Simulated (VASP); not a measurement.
Output of a VASP run:

**OUTCAR**
```
 ion  position               nearest neighbor table
   1  0.000  0.000  0.000-
  LATTYP: Found a simple cubic cell.
 ALAT       =     3.2469642381
 Subroutine PRICEL returns:
 Original cell was already a primitive cell.
 Subroutine GETGRP returns: Found 48 space group operations
The static configuration has the point symmetry O_h .
The dynamic configuration has the point symmetry O_h .
 Subroutine INISYM returns: Found 48 space group operations
 Subroutine IBZKPT returns following result:
 Found     84 irreducible k-points:

 Following reciprocal coordinates:
            Coordinates               Weight
  0.000000  0.000000  0.000000      1.000000
  0.076923  0.000000  0.000000      6.000000
  0.153846  0.000000  0.000000      6.000000
  0.230769  0.000000  0.000000      6.000000
  0.307692  0.000000  0.000000      6.000000
  0.384615  0.000000  0.000000      6.000000
  0.461538  0.000000  0.000000      6.000000
  0.076923  0.076923  0.000000     12.000000
  0.153846  0.076923  0.000000     24.000000
  0.230769  0.076923  0.000000     24.000000
  0.307692  0.076923  0.000000     24.000000
  0.384615  0.076923  0.000000     24.000000
  0.461538  0.076923  0.000000     24.000000
  0.153846  0.153846  0.000000     12.000000
  0.230769  0.153846  0.000000     24.000000
  0.307692  0.153846  0.000000     24.000000
  0.384615  0.153846  0.000000     24.000000
  0.461538  0.153846  0.000000     24.000000
  0.230769  0.230769  0.000000     12.000000
  0.307692  0.230769  0.000000     24.000000
  0.384615  0.230769  0.000000     24.000000
  0.461538  0.230769  0.000000     24.000000
  0.307692  0.307692  0.000000     12.000000
  0.384615  0.307692  0.000000     24.000000
  0.461538  0.307692  0.000000     24.000000
  0.384615  0.384615  0.000000     12.000000
  0.461538  0.384615  0.000000     24.000000
  0.461538  0.461538  0.000000     12.000000
  0.076923  0.076923  0.076923      8.000000
  0.153846  0.076923  0.076923     24.000000
  0.230769  0.076923  0.076923     24.000000
  0.307692  0.076923  0.076923     24.000000
  0.384615  0.076923  0.076923     24.000000
  0.461538  0.076923  0.076923     24.000000
  0.153846  0.153846  0.076923     24.000000
  0.230769  0.153846  0.076923     48.000000
  0.307692  0.153846  0.076923     48.000000
  0.384615  0.153846  0.076923     48.000000
  0.461538  0.153846  0.076923     48.000000
  0.230769  0.230769  0.076923     24.000000
   k-points           NKPTS =     84   k-points in BZ     NKDIM =     84   number of bands    NBANDS=      9
   number of dos      NEDOS =    601   number of ions     NIONS =      1
   total plane-waves  NPLWV =  13824
   dimension x,y,z NGX =    24 NGY =   24 NGZ =   24
   dimension x,y,z NGXF=    48 NGYF=   48 NGZF=   48
   ions per type =               1
   PREC   = accura    normal or accurate (medium, high low for compatibility)
   ISTART =      0    job   : 0-new  1-cont  2-samecut
   ICHARG =      2    charge: 1-file 2-atom 10-const
   ISPIN  =      1    spin polarized calculation?
   LNONCOLLINEAR =      F non collinear calculations
   LSORBIT =      F    spin-orbit coupling
   INIWAV =      1    electr: 0-lowe 1-rand  2-diag
   ENCUT  =  400.0 eV  29.40 Ry    5.42 a.u.   5.29  5.29  5.29*2*pi/ulx,y,z
   NELM   =    100;   NELMIN=  2; NELMDL= -5     # of ELM steps
   EDIFF  = 0.1E-06   stopping-criterion for ELM
   LREAL  =      F    real-space projection
   NLSPLINE    = F    spline interpolate recip. space projectors
   LMAXMIX     =    6 max onsite mixed and CHGCAR
   VOSKOWN=      0    Vosko Wilk Nusair interpolation
   EDIFFG = 0.1E-05   stopping-criterion for IOM
   NSW    =      0    number of steps for IOM
   NBLOCK =      1;   KBLOCK =      1    inner block; outer block
   IBRION =     -1    ionic relax: 0-MD 1-quasi-New 2-CG
   NFREE  =      0    steps in history (QN), initial steepest desc. (CG)
...
```

### OSZICAR
```
       N       E                     dE             d eps       ncg     rms          rms(c)
DAV:   1     0.544245177537E+02    0.54425E+02   -0.47809E+03  1512   0.879E+02
DAV:   2    -0.324281600200E+01   -0.57667E+02   -0.56926E+02  1704   0.200E+02
DAV:   3    -0.466401940747E+01   -0.14212E+01   -0.13946E+01  2091   0.287E+01
DAV:   4    -0.469821263102E+01   -0.34193E-01   -0.34398E-01  2064   0.383E+00
DAV:   5    -0.469885292382E+01   -0.64029E-03   -0.64172E-03  2192   0.317E-01    0.432E+00
DAV:   6    -0.463788137876E+01    0.60972E-01   -0.52986E-02  1967   0.261E+00    0.237E+00
DAV:   7    -0.460923503976E+01    0.28646E-01   -0.77012E-02  2271   0.290E+00    0.218E-01
DAV:   8    -0.460941836249E+01   -0.18332E-03   -0.21538E-03  1788   0.527E-01    0.120E-01
DAV:   9    -0.460934674980E+01    0.71613E-04   -0.40771E-04  2129   0.217E-01    0.177E-02
DAV:  10    -0.460934166398E+01    0.50858E-05   -0.12925E-05  1886   0.335E-02    0.147E-03
DAV:  11    -0.460934090060E+01    0.76338E-06   -0.42531E-07  2130   0.336E-03    0.867E-04
DAV:  12    -0.460933942912E+01    0.14715E-05   -0.36435E-08  1036   0.149E-03    0.182E-04
DAV:  13    -0.460933933353E+01    0.95598E-07   -0.55793E-09   918   0.573E-04
   1 F= -.46093393E+01 E0= -.46093393E+01  d E =0.000000E+00
```

File OUTCAR:
```
------------------------ aborting loop because EDIFF is reached ----------------------------------------
  FORCE on cell =-STRESS in cart. coord.  units (eV):
  Direction    XX          YY          ZZ          XY          YZ          ZX
  --------------------------------------------------------------------------------------
  Total        0.0616170      0.0616170      0.0616170      0.0000000      0.0000000     -0.0000000
  in kB        2.8838894      2.8838894      2.8838894      0.0000000      0.0000000     -0.0000000
  external PRESSURE =       2.8838894 kB  Pullay stress =       0.0000000 kB
  volume of cell :       34.23
      direct lattice vectors                 reciprocal lattice vectors
     3.246964238  0.000000000  0.000000000     0.307979986  0.000000000  0.000000000
     0.000000000  3.246964238  0.000000000     0.000000000  0.307979986  0.000000000
     0.000000000  0.000000000  3.246964238     0.000000000  0.000000000  0.307979986
 POSITION                                       TOTAL-FORCE (eV/Angst)
 -----------------------------------------------------------------------------------
      0.00000      0.00000      0.00000         0.000000      0.000000      0.000000
 -----------------------------------------------------------------------------------
    total drift:                                0.000000      0.000000     -0.000000
  FREE ENERGIE OF THE ION-ELECTRON SYSTEM (eV)
  ---------------------------------------------------
  free  energy   TOTEN  =        -4.6093393335 eV

  energy  without entropy=       -4.6093393335  energy(sigma->0) =       -4.60933933

 total charge

# of ion       s       p       d       tot
------------------------------------------
    1        2.117   5.688   1.139   8.944
```
(Selected blocks of OUTCAR.)

POSCAR:
```
Pr
1
    3.2469642381     0.0000000000     0.0000000000
    0.0000000000     3.2469642381    -0.0000000000
   -0.0000000000     0.0000000000     3.2469642381
Pr
1
Direct
  0.0000000000   0.0000000000   0.0000000000
```

Question: Write an INCAR and KPOINTS that could have produced this output.

Answer: One answer among several that fit: the input of the run itself, PBEsol GGA, plane waves, VASP's PBE PAW potentials (set 64).

INCAR:
```
LWAVE = F
NEDOS = 601
PREC = Accurate
ENCUT = 400   ! plane-wave cut-off (eV)
LORBIT = 11   ! lm-projected
EDIFF = 1E-7
ISMEAR = -5
LASPH = T
LCHARG = T
GGA = PS
ISIF = 2   ! forces and stress, cell fixed
NELM = 100
SYSTEM = Pr
LMAXMIX = 6
LREAL = F   ! projection in real space or not
ALGO = Normal
```

KPOINTS:
```
Regular mesh
0
gamma
  13 13 13
0 0 0
```

POTCAR, in this order: Pr_3 (PBE.64 set). Program: vasp_std.

The 4f electrons are frozen in the core of the lanthanide potential, so 4f levels, which can set the real gap, and their magnetism are missing. For a metal the tetrahedron method with Blöchl corrections gives inexact stress and forces.

The structure was generated: Pr was put into the simple-cubic type (Pm-3m), which need not be its known phase. It was relaxed first, which changed the volume by -11 %.
